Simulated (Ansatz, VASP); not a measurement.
# BW2 in two plane-wave programs, part 2 of 2

One calculation is typed for both programs; each brings its own data sets. How far apart do they land? The cell is taken from a series of runs on this material, whose earlier steps may have relaxed, scaled, displaced or heated it; both programs get it as it stands.

VASP 6.6.1 and Ansatz 0.2.0.

So far: The starting structure; Ansatz: relaxation of cell and atoms, PBEsol; VASP: relaxation of cell and atoms, PBEsol.

## Step 3: VASP: relaxation of cell and atoms, PBEsol (continued)

Level of this step: PBEsol; plane waves and PAW (B, W) (VASP).

Numbers of over 12 decimals in the logs are rounded to 6 here.

OUTCAR, selected parts (step 3):

```text
ion  position               nearest neighbor table
   1  0.250  0.250  0.000-   3 2.37   6 2.37   4 2.37   5 2.37   5 2.37   6 2.37   4 2.37   3 2.37

  LATTYP: Found a body centered tetragonal cell.
 ALAT       =     5.5397960000
 C/A-ratio  =     0.8569033950

 Subroutine GETGRP returns: Found 16 space group operations
 (whereof  8 operations were pure point group operations)

The static configuration has the point symmetry C_4h.
 The point group associated with its full space group is D_4h.

 Found     59 irreducible k-points:

   k-points           NKPTS =     59   k-points in BZ     NKDIM =     59   number of bands    NBANDS=     21

   dimension x,y,z NGX =    40 NGY =   40 NGZ =   40
   dimension x,y,z NGXF=    80 NGYF=   80 NGZF=   80

   ENCUT  =  600.0 eV  44.10 Ry    6.64 a.u.   9.15  9.15  9.15*2*pi/ulx,y,z

   NELECT =      30.0000    total number of electrons

 k-points in reciprocal lattice and weights: Automatic mesh
   0.00000000  0.00000000  0.00000000       0.002
   0.12500000  0.00000000  0.00000000       0.016
   0.25000000  0.00000000  0.00000000       0.016
   0.37500000  0.00000000  0.00000000       0.016
   0.50000000  0.00000000  0.00000000       0.008
   0.12500000  0.12500000  0.00000000       0.016
   0.25000000  0.12500000  0.00000000       0.031
   0.37500000  0.12500000  0.00000000       0.031
   0.50000000  0.12500000  0.00000000       0.031
[...]
-0.37500000 -0.37500000  0.37500000       0.004
   0.50000000  0.50000000  0.50000000       0.002

 average (electrostatic) potential at core
       1 -24.6431       2 -24.6431       3 -36.9392       4 -36.9392       5 -36.9392
       6 -36.9392

 E-fermi :   8.4130

 k-point     1 :       0.0000    0.0000    0.0000
  band No.  band energies     occupation
    ...
     11       5.0856      2.00000
     12       5.6015      2.00000
     13       6.8421      2.00000
     14       7.2311      2.00000
     15       8.4329      0.83280
     16       9.1831     -0.00000
     17       9.1831     -0.00000
     18       9.8063     -0.00000
     19      10.8564     -0.00000
     20      10.8564     -0.00000
    ...

 k-point     2 :       0.1250    0.0000    0.0000
  band No.  band energies     occupation
    ...
     11       5.3733      2.00000
     12       6.0035      2.00000
     13       6.6869      2.00000
     14       7.0702      2.00000
     15       8.3370      1.59470
     16       9.0290     -0.00012
     17       9.3035     -0.00000
     18      10.2173     -0.00000
     19      10.6520     -0.00000
     20      10.7780     -0.00000
    ...

 k-point     3 :       0.2500    0.0000    0.0000
  band No.  band energies     occupation
    ...
     11       5.3661      2.00000
     12       6.2746      2.00000
     13       6.5525      2.00000
     14       6.7023      2.00000
     15       8.0605      2.03181
     16       9.2408     -0.00000
     17       9.6846     -0.00000
     18      10.2771     -0.00000
     19      10.7495     -0.00000
     20      10.9291     -0.00000
    ...

  Total        0.0098940      0.0098940     -0.0174937      0.0000000     -0.0000000      0.0000000
  in kB        0.2189096      0.2189096     -0.3870578      0.0000000     -0.0000000      0.0000000
  external PRESSURE =       0.0169205 kB  Pullay stress =       0.0000000 kB

  energy-cutoff  :      600.00
  volume of cell :       72.41
      direct lattice vectors                 reciprocal lattice vectors
    -2.767201566  2.767201566  2.364147551     0.000000000  0.180687958  0.211492722
     2.767201566 -2.767201566  2.364147551     0.180687958  0.000000000  0.211492722
     2.767201566  2.767201566 -2.364147551     0.180687958  0.180687958  0.000000000

 POSITION                                       TOTAL-FORCE (eV/Angst)
 -----------------------------------------------------------------------------------
      0.00000      0.00000      1.18207         0.000000      0.000000     -0.000000
      0.00000      0.00000      3.54622         0.000000      0.000000     -0.000000
      0.94001      3.70721     -0.00000         0.003107      0.003107     -0.000000
      1.82719      0.94001      0.00000        -0.003107      0.003107     -0.000000
      1.82719     -0.94001      2.36415        -0.003107     -0.003107      0.000000
      0.94001      1.82719      2.36415         0.003107     -0.003107     -0.000000
 -----------------------------------------------------------------------------------
    total drift:                                0.000000     -0.000000     -0.000032

  FREE ENERGIE OF THE ION-ELECTRON SYSTEM (eV)
  ---------------------------------------------------
  free  energy   TOTEN  =       -71.4433235162 eV

  energy  without entropy=      -71.4377840160  energy(sigma->0) =      -71.44147702

 reached required accuracy - stopping structural energy minimisation

 total charge
# of ion       s       p       d       tot
------------------------------------------
    1        0.673   1.153   0.000   1.826
    2        0.673   1.153   0.000   1.826
    3        0.644   0.789   4.322   5.754
    4        0.644   0.789   4.322   5.754
    5        0.644   0.789   4.322   5.754
    6        0.644   0.789   4.322   5.754
--------------------------------------------------
tot          3.920   5.462  17.286  26.669

[... 3 further parts left out ...]
```

CONTCAR:

```
BW2
   1.00000000000000
    -2.7672015663203786    2.7672015663203786    2.3641475509681538
     2.7672015663203786   -2.7672015663203786    2.3641475509681538
     2.7672015663203786    2.7672015663203786   -2.3641475509681538
  B               W
     2     4
Direct
     0.2500001053000034    0.2500001053000034    0.0000000000000000
     0.7500001053000034    0.7500001053000034    0.0000000000000000
     0.6698490271734635    0.1698490271734635    0.8396980543469342
     0.1698490271734635    0.3301509728265364    0.5000000000000000
     0.3301509728265364    0.8301509728265365    0.1603019456530658
     0.8301509728265365    0.6698490271734635    0.5000000000000000
```

## Step 4: Differences

Known differences besides the potentials themselves: the data sets hold 62 valence electrons in Ansatz (on its PAW soft_1 files) and 30 in VASP; the cutoff is 420 eV in Ansatz and 600 eV in VASP; Ansatz makes its cores anew for this functional, VASP keeps those of its PBE data sets; Ansatz adds a Pulay correction to the stress that steers its cell, VASP none. Total energies have different zeros and are not compared.

The two programs side by side:

```
                                         quantity  Ansatz   VASP  difference
                                      volume (Å³)   72.84  72.41     +0.59 %
edge a after relaxation, in the typed setting (Å)   4.580  4.572     +0.18 %
```

## Step 5: What came out

```yaml
difference_in_volume_relaxation_of_cell_and_atoms_pbesol: 0.59 %
```

**Reading.** The difference in volume is 0.59 % (relaxation of cell and atoms, PBEsol), within the 1.2 % picked in this series as the mark of a large difference, as far as the stopping tolerances let one tell. The data sets hold unlike numbers of valence electrons (62 in Ansatz and 30 in VASP), so part of the differences comes from the potentials. Such differences can come from data sets, numerical settings and the points named under the comparisons, not from the functional's error against experiment.

[Lines on the potential files, build, host, timing and source positions are cut from VASP's logs without a mark.]

[Logs are printed without paths, hosts, clocks, repeated set-up lines and the standing remarks that a program may print on its own settings, such as how far it seeks lower states.]

[Hosts, paths, dates, database ids (printed as entryN), source tags and the programs' standing remarks are cut or masked in the printed files.]
